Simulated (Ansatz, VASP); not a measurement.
# RbCaBr3 in two plane-wave programs, part 2 of 3

Wanted: the spread between two codes on one cell, functional and k mesh. The cell is taken from a series of runs on this material, whose earlier steps may have relaxed, scaled, displaced or heated it; both programs get it as it stands.

VASP 6.6.1 and Ansatz 0.2.0.

So far: Set-up; VASP: zone-centre phonons, LDA.

## Step 2: VASP: zone-centre phonons, LDA (continued)

Level of this step: LDA; plane waves and PAW (Rb_sv, Ca_sv, Br) (VASP).

OUTCAR, selected parts (step 2):

```text
ion  position               nearest neighbor table
   1  0.500  0.500  0.500-   3 3.89   4 3.89   5 3.89   3 3.89   4 3.89   3 3.89   5 3.89   3 3.89
                             4 3.89   5 3.89   4 3.89   5 3.89
   2  0.000  0.000  0.000-   3 2.75   4 2.75   5 2.75   5 2.75   4 2.75   3 2.75
   3  0.500  0.000  0.000-   2 2.75   2 2.75   1 3.89   1 3.89   1 3.89   1 3.89
   4  0.000  0.500  0.000-   2 2.75   2 2.75   1 3.89   1 3.89   1 3.89   1 3.89
   5  0.000  0.000  0.500-   2 2.75   2 2.75   1 3.89   1 3.89   1 3.89   1 3.89

  LATTYP: Found a simple cubic cell.
 ALAT       =     5.5027190500

 Subroutine GETGRP returns: Found 48 space group operations
 (whereof 48 operations were pure point group operations)

The static configuration has the point symmetry O_h .

 Found     10 irreducible k-points:

   k-points           NKPTS =     10   k-points in BZ     NKDIM =     10   number of bands    NBANDS=     26

   dimension x,y,z NGX =    40 NGY =   40 NGZ =   40
   dimension x,y,z NGXF=    80 NGYF=   80 NGZF=   80

   ENCUT  =  500.0 eV  36.75 Ry    6.06 a.u.  10.03 10.03 10.03*2*pi/ulx,y,z

   NELECT =      40.0000    total number of electrons

 k-points in reciprocal lattice and weights: Automatic mesh
   0.00000000  0.00000000  0.00000000       0.016
   0.25000000  0.00000000  0.00000000       0.094
   0.50000000  0.00000000  0.00000000       0.047
   0.25000000  0.25000000  0.00000000       0.188
   0.50000000  0.25000000  0.00000000       0.188
   0.50000000  0.50000000  0.00000000       0.047
   0.25000000  0.25000000  0.25000000       0.125
   0.50000000  0.25000000  0.25000000       0.188
   0.50000000  0.50000000  0.25000000       0.094
   0.50000000  0.50000000  0.50000000       0.016

 average (electrostatic) potential at core
       1 -36.8209       2 -47.5215       3 -70.1557       4 -70.1557       5 -70.1557

  Total        0.1496602      0.1496602      0.1496602     -0.0000000     -0.0000000      0.0000000
  in kB        1.4390798      1.4390798      1.4390798     -0.0000000     -0.0000000      0.0000000
  external PRESSURE =       1.4390798 kB  Pullay stress =       0.0000000 kB

  energy-cutoff  :      500.00
  volume of cell :      166.62
      direct lattice vectors                 reciprocal lattice vectors
     5.502719050  0.000000000  0.000000000     0.181728340  0.000000000  0.000000000
     0.000000000  5.502719050  0.000000000     0.000000000  0.181728340  0.000000000
     0.000000000  0.000000000  5.502719050     0.000000000  0.000000000  0.181728340

 POSITION                                       TOTAL-FORCE (eV/Angst)
 -----------------------------------------------------------------------------------
      2.75136      2.75136      2.75136         0.000000      0.000000      0.000000
      0.00000      0.00000      0.00000         0.000000      0.000000      0.000000
      2.75136      0.00000      0.00000         0.000000      0.000000      0.000000
      0.00000      2.75136      0.00000         0.000000      0.000000      0.000000
      0.00000      0.00000      2.75136         0.000000      0.000000      0.000000
 -----------------------------------------------------------------------------------
    total drift:                                0.000000      0.000000     -0.000000

 Eigenvectors and eigenvalues of the dynamical matrix
 ----------------------------------------------------

   1 f  =    7.336518 THz    46.096702 2PiTHz  244.719897 cm-1    30.341387 meV
             X         Y         Z           dx          dy          dz
      2.751360  2.751360  2.751360    -0.000000   -0.000000   -0.004194
      0.000000  0.000000  0.000000    -0.000000   -0.000000    0.782194
      2.751360  0.000000  0.000000     0.000000   -0.000000    0.038629
      0.000000  2.751360  0.000000    -0.000000    0.000000    0.038629
      0.000000  0.000000  2.751360    -0.000000   -0.000000   -0.620621

   2 f  =    7.336518 THz    46.096702 2PiTHz  244.719897 cm-1    30.341387 meV
             X         Y         Z           dx          dy          dz
      2.751360  2.751360  2.751360     0.004194   -0.000012    0.000000
      0.000000  0.000000  0.000000    -0.782191    0.002163    0.000000
      2.751360  0.000000  0.000000     0.620619    0.000107   -0.000000
      0.000000  2.751360  0.000000    -0.038629   -0.001716    0.000000
      0.000000  0.000000  2.751360    -0.038629    0.000107    0.000000

   3 f  =    7.336518 THz    46.096702 2PiTHz  244.719897 cm-1    30.341387 meV
             X         Y         Z           dx          dy          dz
      2.751360  2.751360  2.751360    -0.000012   -0.004194    0.000000
      0.000000  0.000000  0.000000     0.002163    0.782191    0.000000
      2.751360  0.000000  0.000000    -0.001716    0.038629    0.000000
      0.000000  2.751360  0.000000     0.000107   -0.620619    0.000000
      0.000000  0.000000  2.751360     0.000107    0.038629   -0.000000

   4 f  =    1.995656 THz    12.539077 2PiTHz   66.567920 cm-1     8.253366 meV
             X         Y         Z           dx          dy          dz
      2.751360  2.751360  2.751360     0.006163    0.203870    0.031636
      0.000000  0.000000  0.000000    -0.015792   -0.522375   -0.081060
      2.751360  0.000000  0.000000    -0.018522    0.378013    0.058658
      0.000000  2.751360  0.000000     0.011428   -0.612691    0.058658
      0.000000  0.000000  2.751360     0.011428    0.378013   -0.095075

   5 f  =    1.995656 THz    12.539077 2PiTHz   66.567920 cm-1     8.253366 meV
             X         Y         Z           dx          dy          dz
      2.751360  2.751360  2.751360    -0.001405    0.031690   -0.203950
      0.000000  0.000000  0.000000     0.003601   -0.081200    0.522579
      2.751360  0.000000  0.000000     0.004224    0.058760   -0.378161
      0.000000  2.751360  0.000000    -0.002606   -0.095239   -0.378161
      0.000000  0.000000  2.751360    -0.002606    0.058760    0.612930

   6 f  =    1.995656 THz    12.539077 2PiTHz   66.567920 cm-1     8.253366 meV
             X         Y         Z           dx          dy          dz
      2.751360  2.751360  2.751360    -0.206305    0.005874    0.002334
      0.000000  0.000000  0.000000     0.528615   -0.015052   -0.005982
      2.751360  0.000000  0.000000     0.620009    0.010892    0.004329
      0.000000  2.751360  0.000000    -0.382528   -0.017655    0.004329
      0.000000  0.000000  2.751360    -0.382528    0.010892   -0.007016

   7 f  =    0.695014 THz     4.366900 2PiTHz   23.183164 cm-1     2.874345 meV
             X         Y         Z           dx          dy          dz
      2.751360  2.751360  2.751360    -0.000000   -0.000000   -0.000000
      0.000000  0.000000  0.000000    -0.000000   -0.000000   -0.000000
      2.751360  0.000000  0.000000    -0.000000   -0.696300    0.000464
      0.000000  2.751360  0.000000     0.123150   -0.000000   -0.000464
      0.000000  0.000000  2.751360    -0.123150    0.696300   -0.000000

   8 f  =    0.695014 THz     4.366900 2PiTHz   23.183164 cm-1     2.874345 meV
             X         Y         Z           dx          dy          dz
      2.751360  2.751360  2.751360     0.000000   -0.000000    0.000000
      0.000000  0.000000  0.000000     0.000000   -0.000000   -0.000000
      2.751360  0.000000  0.000000     0.000000   -0.107018   -0.352161
      0.000000  2.751360  0.000000    -0.603763   -0.000000    0.352161
      0.000000  0.000000  2.751360     0.603763    0.107018   -0.000000

   9 f  =    0.695014 THz     4.366900 2PiTHz   23.183164 cm-1     2.874345 meV
             X         Y         Z           dx          dy          dz
      2.751360  2.751360  2.751360    -0.000000    0.000000    0.000000
      0.000000  0.000000  0.000000    -0.000000   -0.000000   -0.000000
      2.751360  0.000000  0.000000     0.000000   -0.060937    0.613174
      0.000000  2.751360  0.000000    -0.346849   -0.000000   -0.613174
      0.000000  0.000000  2.751360     0.346849    0.060937   -0.000000

  10 f/i=    0.025440 THz     0.159841 2PiTHz    0.848571 cm-1     0.105209 meV
             X         Y         Z           dx          dy          dz
      2.751360  2.751360  2.751360    -0.027356    0.377518   -0.286899
      0.000000  0.000000  0.000000    -0.018756    0.258836   -0.196705
      2.751360  0.000000  0.000000    -0.026858    0.377423   -0.286826
      0.000000  2.751360  0.000000    -0.027349    0.370654   -0.286826
      0.000000  0.000000  2.751360    -0.027349    0.377423   -0.281682

  11 f/i=    0.025440 THz     0.159841 2PiTHz    0.848571 cm-1     0.105209 meV
             X         Y         Z           dx          dy          dz
      2.751360  2.751360  2.751360    -0.438940   -0.128854   -0.127701
      0.000000  0.000000  0.000000    -0.300948   -0.088346   -0.087555
      2.751360  0.000000  0.000000    -0.430959   -0.128821   -0.127669
      0.000000  2.751360  0.000000    -0.438829   -0.126511   -0.127669
      0.000000  0.000000  2.751360    -0.438829   -0.128821   -0.125379

  12 f/i=    0.025440 THz     0.159841 2PiTHz    0.848571 cm-1     0.105209 meV
             X         Y         Z           dx          dy          dz
      2.751360  2.751360  2.751360     0.179339   -0.257790   -0.356316
      0.000000  0.000000  0.000000     0.122960   -0.176747   -0.244299
      2.751360  0.000000  0.000000     0.176078   -0.257725   -0.356225
      0.000000  2.751360  0.000000     0.179294   -0.253103   -0.356225
      0.000000  0.000000  2.751360     0.179294   -0.257725   -0.349837

  13 f/i=    0.503723 THz     3.164988 2PiTHz   16.802406 cm-1     2.083232 meV
             X         Y         Z           dx          dy          dz
      2.751360  2.751360  2.751360    -0.000104    0.003038   -0.855449
      0.000000  0.000000  0.000000     0.000006   -0.000175    0.049358
      2.751360  0.000000  0.000000     0.000014   -0.001264    0.355776
      0.000000  2.751360  0.000000     0.000043   -0.000399    0.355776
      0.000000  0.000000  2.751360     0.000043   -0.001264    0.112278

  14 f/i=    0.503723 THz     3.164988 2PiTHz   16.802406 cm-1     2.083232 meV
             X         Y         Z           dx          dy          dz
      2.751360  2.751360  2.751360     0.851576    0.081366    0.000186
      0.000000  0.000000  0.000000    -0.049135   -0.004695   -0.000011
      2.751360  0.000000  0.000000    -0.111770   -0.033840   -0.000077
      0.000000  2.751360  0.000000    -0.354165   -0.010679   -0.000077
      0.000000  0.000000  2.751360    -0.354165   -0.033840   -0.000024

  15 f/i=    0.503723 THz     3.164988 2PiTHz   16.802406 cm-1     2.083232 meV
             X         Y         Z           dx          dy          dz
      2.751360  2.751360  2.751360    -0.081367    0.851570    0.003034
      0.000000  0.000000  0.000000     0.004695   -0.049134   -0.000175
      2.751360  0.000000  0.000000     0.010679   -0.354163   -0.001262
      0.000000  2.751360  0.000000     0.033840   -0.111769   -0.001262
      0.000000  0.000000  2.751360     0.033840   -0.354163   -0.000398

 MACROSCOPIC STATIC DIELECTRIC TENSOR IONIC CONTRIBUTION
 ------------------------------------------------------
           1.785219    -0.000000     0.000000
          -0.000000     1.785219    -0.000000
          -0.000000    -0.000000     1.785219
 ------------------------------------------------------

 ELASTIC MODULI CONTR FROM IONIC RELAXATION (kBar)
 Direction    XX          YY          ZZ          XY          YZ          ZX
 --------------------------------------------------------------------------------
 XX           0.0000      0.0000      0.0000      0.0000      0.0000      0.0000
 YY           0.0000      0.0000      0.0000      0.0000      0.0000      0.0000
 ZZ           0.0000      0.0000      0.0000      0.0000      0.0000      0.0000
 XY           0.0000      0.0000      0.0000      0.0000      0.0000      0.0000
 YZ           0.0000      0.0000      0.0000      0.0000      0.0000      0.0000
 ZX           0.0000      0.0000      0.0000      0.0000      0.0000      0.0000
 --------------------------------------------------------------------------------

 PIEZOELECTRIC TENSOR IONIC CONTR  for field in x, y, z        (C/m^2)
          XX          YY          ZZ          XY          YZ          ZX
  --------------------------------------------------------------------------------
  x     0.00000     0.00000     0.00000     0.00000     0.00000     0.00000
  y     0.00000     0.00000     0.00000     0.00000     0.00000     0.00000
  z     0.00000     0.00000     0.00000     0.00000     0.00000     0.00000
```

[end of part 2 of 3]

[Lines on the potential files, build, host, timing and source positions are cut from VASP's logs without a mark.]

[Logs are printed without paths, hosts, clocks, repeated set-up lines and the standing remarks that a program may print on its own settings, such as how far it seeks lower states.]

[Hosts, paths, dates, database ids (printed as entryN), source tags and the programs' standing remarks are cut or masked in the printed files.]
